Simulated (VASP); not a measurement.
These are revPBE GGA, VASP's PBE PAW potentials (set 64) (plane waves; VASP) values and carry that method's errors.

The input files of a VASP run:

**KPOINTS**
```
K-points
0
gamma
 14 14 14
```

POSCAR:
```
Ag
1
    0.0000000000     2.0859000000     2.0859000000
    2.0859000000     0.0000000000     2.0859000000
    2.0859000000     2.0859000000     0.0000000000
Ag
1
Direct
  0.0000000000   0.0000000000   0.0000000000
```

**INCAR**
```
# general
SYSTEM  = Ag
PREC    = Accurate
ENCUT   = 400   # plane-wave cut-off (eV)
LREAL   = .FALSE.   # projection in real space or not
LASPH   = .TRUE.

# electronic loop
EDIFF   = 1E-6   # SCF stop (eV)
NELM    = 100
ALGO    = Normal   # blocked Davidson
LMAXMIX = 4   # l cut-off of mixed one-centre charges

# smearing
ISMEAR  = 1   # Methfessel-Paxton
SIGMA   = 0.1   # width (eV)

# functional
GGA     = RE

# ions
ISIF    = 2   # forces and stress, cell fixed

# output
LWAVE   = .FALSE.
LCHARG  = .FALSE.
```

POTCAR, in this order: Ag (PBE.64 set). Program: vasp_std.

Output

**OUTCAR**
```
 ion  position               nearest neighbor table
   1  0.000  0.000  0.000-
  LATTYP: Found a face centered cubic cell.
 ALAT       =     4.1718000000
 Subroutine PRICEL returns:
 Original cell was already a primitive cell.
 Subroutine GETGRP returns: Found 48 space group operations
The static configuration has the point symmetry O_h .
The dynamic configuration has the point symmetry O_h .
 Subroutine INISYM returns: Found 48 space group operations
 Subroutine IBZKPT returns following result:
 Found    104 irreducible k-points:

 Following reciprocal coordinates:
            Coordinates               Weight
  0.000000  0.000000  0.000000      1.000000
  0.071429  0.000000  0.000000      8.000000
  0.142857  0.000000  0.000000      8.000000
  0.214286  0.000000  0.000000      8.000000
  0.285714  0.000000  0.000000      8.000000
  0.357143  0.000000  0.000000      8.000000
  0.428571  0.000000  0.000000      8.000000
  0.500000  0.000000  0.000000      4.000000
  0.071429  0.071429  0.000000      6.000000
  0.142857  0.071429  0.000000     24.000000
  0.214286  0.071429  0.000000     24.000000
  0.285714  0.071429  0.000000     24.000000
  0.357143  0.071429  0.000000     24.000000
  0.428571  0.071429  0.000000     24.000000
  0.500000  0.071429  0.000000     24.000000
 -0.428571  0.071429  0.000000     24.000000
 -0.357143  0.071429  0.000000     24.000000
 -0.285714  0.071429  0.000000     24.000000
 -0.214286  0.071429  0.000000     24.000000
 -0.142857  0.071429  0.000000     24.000000
 -0.071429  0.071429  0.000000     12.000000
  0.142857  0.142857  0.000000      6.000000
  0.214286  0.142857  0.000000     24.000000
  0.285714  0.142857  0.000000     24.000000
  0.357143  0.142857  0.000000     24.000000
...
```

**OSZICAR**
```
       N       E                     dE             d eps       ncg     rms          rms(c)
DAV:   1     0.342567503347E+02    0.34257E+02   -0.50193E+03  2104   0.878E+02
DAV:   2    -0.222521302136E+01   -0.36482E+02   -0.33709E+02  1916   0.173E+02
DAV:   3    -0.249098073502E+01   -0.26577E+00   -0.26573E+00  2215   0.181E+01
DAV:   4    -0.249152217765E+01   -0.54144E-03   -0.54144E-03  2081   0.789E-01
DAV:   5    -0.249152602815E+01   -0.38505E-05   -0.38507E-05  2143   0.585E-02    0.432E+00
DAV:   6    -0.230133114888E+01    0.19019E+00   -0.92249E-01  1910   0.104E+01    0.299E+00
DAV:   7    -0.229637358245E+01    0.49576E-02   -0.70663E-03  2019   0.931E-01    0.171E+00
DAV:   8    -0.229466984824E+01    0.17037E-02   -0.89623E-04  1950   0.326E-01    0.603E-02
DAV:   9    -0.229468321360E+01   -0.13365E-04   -0.95931E-06  2181   0.304E-02    0.164E-02
DAV:  10    -0.229469183958E+01   -0.86260E-05   -0.64715E-06  2022   0.329E-02    0.434E-03
DAV:  11    -0.229469158696E+01    0.25262E-06   -0.10145E-07   974   0.349E-03
   1 F= -.22946916E+01 E0= -.22944788E+01  d E =-.638498E-03
```

File OUTCAR:
```
------------------------ aborting loop because EDIFF is reached ----------------------------------------
  FORCE on cell =-STRESS in cart. coord.  units (eV):
  Direction    XX          YY          ZZ          XY          YZ          ZX
  --------------------------------------------------------------------------------------
  Total        0.0986648      0.0986648      0.0986648      0.0000000      0.0000000      0.0000000
  in kB        8.7088855      8.7088855      8.7088855      0.0000000      0.0000000      0.0000000
  external PRESSURE =       8.7088855 kB  Pullay stress =       0.0000000 kB
  volume of cell :       18.15
      direct lattice vectors                 reciprocal lattice vectors
     0.000000000  2.085900000  2.085900000    -0.239704684  0.239704684  0.239704684
     2.085900000  0.000000000  2.085900000     0.239704684 -0.239704684  0.239704684
     2.085900000  2.085900000  0.000000000     0.239704684  0.239704684 -0.239704684
 POSITION                                       TOTAL-FORCE (eV/Angst)
 -----------------------------------------------------------------------------------
      0.00000      0.00000      0.00000         0.000000      0.000000      0.000000
 -----------------------------------------------------------------------------------
    total drift:                               -0.000000     -0.000000     -0.000000
  FREE ENERGIE OF THE ION-ELECTRON SYSTEM (eV)
  ---------------------------------------------------
  free  energy   TOTEN  =        -2.2946915870 eV

  energy  without entropy=       -2.2940530892  energy(sigma->0) =       -2.29447875
```
(Selected blocks of OUTCAR.)

The compound is Ag in the fcc structure. The cell was not relaxed at this level. The run is one of a series of settings (GGA = RE against the base run), some of them coarse on purpose.
